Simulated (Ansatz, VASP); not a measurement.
# W (W(210)) in two plane-wave programs

Aim: how closely do two programs agree when they are given the same cell, functional and k mesh? The cell is taken from a series of runs on this material, whose earlier steps may have relaxed, scaled, displaced or heated it; both programs get it as it stands.

Main program and level: Ansatz 0.2.0; plane waves, with VASP 6.6.1 beside it; PBE.

## (1) Set-up

The cell holds 17 atoms: 17 W. Its edges and angles: a = 3.160 Å, b = 7.066 Å, c = 27.306 Å, α = 90.0°, β = 90.0°, γ = 90.0°. Vacuum lies along c.

## (2) VASP: single point, PBE

A single point takes one fixed geometry, so differences don't come from the geometry; what else differs is listed under the comparison.

Lines of VASP's logs that name or quote its potential files are left out, and so is its time.

The input, INCAR:

```
SYSTEM = W
PREC = Accurate
ENCUT = 520
EDIFF = 1E-06
NELM = 120
ISMEAR = 1
SIGMA = 0.1
LREAL = .FALSE.
ALGO = Normal
GGA = PE
NBANDS = 68
LASPH = .TRUE.
LORBIT = 11
LWAVE = .FALSE.
LCHARG = .FALSE.
ISIF = 2
LDIPOL = .TRUE.
IDIPOL = 3
DIPOL = 0.5 0.5 0.5
LVHAR = .TRUE.
GGA_COMPAT = .FALSE.
NELMDL = -8
KPAR = 4
```

The input, POSCAR:

```
W
1.0
    3.1600000000      0.0000000000      0.0000000000
    0.0000000000      7.0659748089      0.0000000000
    0.0000000000      0.0000000000     27.3055596942
W
17
Direct
    0.0000000000      0.6000000000      0.2929806270
    0.5000000000      0.9000000000      0.3188580486
    0.0000000000      0.2000000000      0.3447354703
    0.5000000000      0.5000000000      0.3706128919
    0.0000000000      0.8000000000      0.3964903135
    0.5000000000      0.1000000000      0.4223677351
    0.0000000000      0.4000000000      0.4482451568
    0.5000000000      0.7000000000      0.4741225784
    0.0000000000      0.0000000000      0.5000000000
    0.5000000000      0.3000000000      0.5258774216
    0.0000000000      0.6000000000      0.5517548432
    0.5000000000      0.9000000000      0.5776322649
    0.0000000000      0.2000000000      0.6035096865
    0.5000000000      0.5000000000      0.6293871081
    0.0000000000      0.8000000000      0.6552645297
    0.5000000000      0.1000000000      0.6811419514
    0.0000000000      0.4000000000      0.7070193730
```

The input, KPOINTS:

```
Automatic mesh
0
Gamma
20 10 1
0 0 0
```

The projector-augmented-wave data sets are W (PBE family, release 64).

On the command line:

```console
> mpirun -np 4 vasp_std
```

Numbers of over 12 decimals in the logs are rounded to 6 here.

Log:

```text
[banner, memory and clock lines left out]
running    4 mpi-ranks, on    1 nodes
 distrk:  each k-point on    1 cores,    4 groups
 distr:  one band on    1 cores,    1 groups

 POSCAR found type information on POSCAR W
 POSCAR found :  1 types and      17 ions
|                                                                             |
|               ----> ADVICE to this user running VASP <----                  |
|                                                                             |
|     You have a (more or less) 'large supercell' and for larger cells it     |
|     might be more efficient to use real-space projection operators.         |
|     Therefore, try LREAL= Auto in the INCAR file.                           |
|     Mind: For very accurate calculation, you might also keep the            |
|     reciprocal projection scheme (i.e. LREAL=.FALSE.).                      |
|                                                                             |

 LDA part: xc-table for (Slater+PW92), standard interpolation
 POSCAR, INCAR and KPOINTS ok, starting setup
 FFT: planning ... GRIDC
 FFT: planning ... GRID_SOFT
 FFT: planning ... GRID
 WAVECAR not read
 entering main loop
       N       E                     dE             d eps       ncg     rms          rms(c)
DAV:   1     0.512201263298E+03    0.51220E+03   -0.39415E+04  9000   0.122E+03
DAV:   2    -0.150414884928E+03   -0.66262E+03   -0.61869E+03 11984   0.279E+02
DAV:   3    -0.219495842429E+03   -0.69081E+02   -0.66054E+02 11872   0.810E+01
DAV:   4    -0.224797363744E+03   -0.53015E+01   -0.51504E+01 14412   0.188E+01
DAV:   5    -0.225027927957E+03   -0.23056E+00   -0.22462E+00 13928   0.388E+00
DAV:   6    -0.225041900997E+03   -0.13973E-01   -0.13752E-01 14800   0.773E-01
DAV:   7    -0.225042856602E+03   -0.95561E-03   -0.94529E-03 14016   0.171E-01
DAV:   8    -0.225042928932E+03   -0.72329E-04   -0.71807E-04 14648   0.384E-02    0.778E+01
DAV:   9    -0.229940847884E+03   -0.48979E+01   -0.12928E+02 15472   0.294E+01    0.437E+01
DAV:  10    -0.346252939062E+03   -0.11631E+03   -0.13058E+03 16872   0.124E+02    0.367E+01
DAV:  11    -0.234436788944E+03    0.11182E+03   -0.56785E+02 15528   0.730E+01    0.280E+01
DAV:  12    -0.216740506648E+03    0.17696E+02   -0.11416E+02 14872   0.346E+01    0.154E+01
DAV:  13    -0.212493040501E+03    0.42475E+01   -0.20511E+01 15096   0.125E+01    0.992E+00
DAV:  14    -0.211761014216E+03    0.73203E+00   -0.18122E+00 14288   0.399E+00    0.794E+00
[...]
DAV:  32    -0.210343338187E+03   -0.70304E-05   -0.50300E-07  6960   0.219E-03    0.164E-03
DAV:  33    -0.210343352129E+03   -0.13942E-04   -0.31935E-06  8504   0.351E-03    0.455E-03
DAV:  34    -0.210343357092E+03   -0.49628E-05   -0.49706E-07  6664   0.295E-03    0.251E-03
DAV:  35    -0.210343364242E+03   -0.71506E-05   -0.34925E-07  6880   0.127E-03    0.163E-03
DAV:  36    -0.210343371761E+03   -0.75186E-05   -0.19511E-07  6696   0.954E-04    0.118E-03
DAV:  37    -0.210343373739E+03   -0.19775E-05   -0.81884E-08  6104   0.661E-04    0.876E-04
DAV:  38    -0.210343375321E+03   -0.15820E-05   -0.11136E-07  5992   0.718E-04    0.441E-04
DAV:  39    -0.210343375850E+03   -0.52937E-06   -0.48471E-08  5808   0.657E-04
   1 F= -.21034338E+03 E0= -.21034421E+03  d E =0.249224E-02
```

OUTCAR, selected parts (step 2):

```text
ion  position               nearest neighbor table
   1  0.000  0.600  0.293-   2 2.74   2 2.74   4 2.74   4 2.74   5 3.16   3 3.16
   2  0.500  0.900  0.319-   1 2.74   1 2.74   3 2.74   3 2.74   5 2.74   5 2.74   6 3.16   4 3.16

  LATTYP: Found a simple orthorhombic cell.
 ALAT       =     3.1600000000
 B/A-ratio  =     2.2360679775
 C/A-ratio  =     8.6409999032

 Subroutine GETGRP returns: Found  4 space group operations
 (whereof  4 operations were pure point group operations)

The static configuration has the point symmetry C_2h.

 Found     66 irreducible k-points:

   k-points           NKPTS =     66   k-points in BZ     NKDIM =     66   number of bands    NBANDS=     68

   dimension x,y,z NGX =    24 NGY =   54 NGZ =  210
   dimension x,y,z NGXF=    48 NGYF=  108 NGZF=  420

   ENCUT  =  520.0 eV  38.22 Ry    6.18 a.u.   5.88 13.14 50.77*2*pi/ulx,y,z

   NELECT =     102.0000    total number of electrons

 k-points in reciprocal lattice and weights: Automatic mesh
   0.00000000  0.00000000  0.00000000       0.005
   0.05000000  0.00000000  0.00000000       0.010
   0.10000000  0.00000000  0.00000000       0.010
   0.15000000  0.00000000  0.00000000       0.010
   0.20000000  0.00000000  0.00000000       0.010
   0.25000000  0.00000000  0.00000000       0.010
   0.30000000  0.00000000  0.00000000       0.010
   0.35000000  0.00000000  0.00000000       0.010
   0.40000000  0.00000000  0.00000000       0.010
[...]
0.45000000  0.50000000  0.00000000       0.010
   0.50000000  0.50000000  0.00000000       0.005

 dipolmoment           0.000000      0.000000      0.000000 electrons x Angstroem

 average (electrostatic) potential at core
       1 -44.6093       2 -44.6249       3 -44.5435       4 -44.5653       5 -44.6975
       6 -44.5878       7 -44.6375       8 -44.5866       9 -44.6440      10 -44.5866
      11 -44.6375      12 -44.5878      13 -44.6975      14 -44.5653      15 -44.5435
      16 -44.6249      17 -44.6093

 E-fermi :   1.0778

 k-point     1 :       0.0000    0.0000    0.0000
  band No.  band energies     occupation
    ...
     49       0.7940      2.00045
     50       0.7945      2.00046
     51       0.8029      2.00071
     52       0.8608      2.00889
     53       0.8822      2.01839
     54       1.1231      0.31346
     55       1.1584      0.01659
     56       1.2590     -0.02790
     57       1.4800     -0.00000
     58       1.6549     -0.00000
    ...

 k-point     2 :       0.0500    0.0000    0.0000
  band No.  band energies     occupation
    ...
     50       0.7530      2.00004
     51       0.8900      2.02325
     52       0.9083      2.03755
     53       0.9258      2.05353
     54       1.0296      1.71958
     55       1.1794     -0.05351
     56       1.4533     -0.00000
     57       1.4984     -0.00000
     58       1.5262     -0.00000
     59       1.6748     -0.00000
    ...

 k-point     3 :       0.1000    0.0000    0.0000
  band No.  band energies     occupation
    ...
     50       0.7555      2.00005
     51       0.8795      2.01690
     52       0.9823      2.03966
     53       1.0398      1.59444
     54       1.1062      0.53912
     55       1.3916     -0.00008
     56       1.4511     -0.00000
     57       1.5538     -0.00000
     58       1.6053     -0.00000
     59       1.7529     -0.00000
    ...

  Total      -15.6289875    -12.5752074     -8.3861695      0.0000000     -0.4402425      0.0000000
  in kB      -41.0706122    -33.0457406    -22.0375834      0.0000000     -1.1568906      0.0000000
  external PRESSURE =     -32.0513121 kB  Pullay stress =       0.0000000 kB

  energy-cutoff  :      520.00
  volume of cell :      609.69
      direct lattice vectors                 reciprocal lattice vectors
     3.160000000  0.000000000  0.000000000     0.316455696  0.000000000  0.000000000
     0.000000000  7.065974809  0.000000000     0.000000000  0.141523290  0.000000000
     0.000000000  0.000000000 27.305559694     0.000000000  0.000000000  0.036622578

 POSITION                                       TOTAL-FORCE (eV/Angst)
 -----------------------------------------------------------------------------------
      0.00000      4.23958      8.00000         0.000000      0.816369      2.025499
      1.58000      6.35938      8.70660         0.000000     -0.946264      0.293145
      0.00000      1.41319      9.41319         0.000000     -0.224837     -0.297641
      1.58000      3.53299     10.11979         0.000000      0.039750     -1.363338
      0.00000      5.65278     10.82639         0.000000      0.206907     -0.714108
      1.58000      0.70660     11.53299         0.000000      0.118365     -0.468396
      0.00000      2.82639     12.23958        -0.000000      0.144696      0.151278
      1.58000      4.94618     12.94618         0.000000      0.077543      0.132255
      0.00000      0.00000     13.65278         0.000000      0.000000     -0.000000
      1.58000      2.11979     14.35938         0.000000     -0.077543     -0.132255
      0.00000      4.23958     15.06597         0.000000     -0.144696     -0.151278
      1.58000      6.35938     15.77257         0.000000     -0.118365      0.468396
      0.00000      1.41319     16.47917         0.000000     -0.206907      0.714108
      1.58000      3.53299     17.18577         0.000000     -0.039750      1.363338
      0.00000      5.65278     17.89236         0.000000      0.224837      0.297641
      1.58000      0.70660     18.59896         0.000000      0.946264     -0.293145
      0.00000      2.82639     19.30556         0.000000     -0.816369     -2.025499
 -----------------------------------------------------------------------------------
    total drift:                                0.000000      0.000000      0.000000

  FREE ENERGIE OF THE ION-ELECTRON SYSTEM (eV)
  ---------------------------------------------------
  free  energy   TOTEN  =      -210.3433758500 eV

  energy  without entropy=     -210.3458680854  energy(sigma->0) =     -210.34420660

 vacuum level on the upper side and lower side of the slab         5.380         5.380

 total charge
# of ion       s       p       d       tot
------------------------------------------
    1        0.656   0.354   3.990   5.000
    2        0.665   0.560   4.005   5.229
    3        0.665   0.567   4.039   5.271
    4        0.690   0.690   4.158   5.539
    5        0.678   0.713   4.164   5.556
    6        0.678   0.716   4.178   5.572
    7        0.680   0.722   4.169   5.571
    8        0.679   0.721   4.183   5.583
    9        0.682   0.723   4.168   5.573
   10        0.679   0.721   4.183   5.583
   11        0.680   0.722   4.169   5.571
   12        0.678   0.716   4.178   5.572
   13        0.678   0.713   4.164   5.556
   14        0.690   0.690   4.158   5.539
   15        0.665   0.567   4.039   5.271
   16        0.665   0.560   4.005   5.229
   17        0.656   0.354   3.990   5.000
--------------------------------------------------
tot         11.464  10.809  69.942  92.214

[... 3 further parts left out ...]
```

The data set W keeps the semicore shell frozen, which is cheaper and a little less accurate.

(Part 1 of 2 ends here.)

[Lines on the potential files, build, host, timing and source positions are cut from VASP's logs without a mark.]

[Logs are printed without paths, hosts, clocks, repeated set-up lines and the standing remarks that a program may print on its own settings, such as how far it seeks lower states.]

[Hosts, paths, dates, database ids (printed as entryN), source tags and the programs' standing remarks are cut or masked in the printed files.]
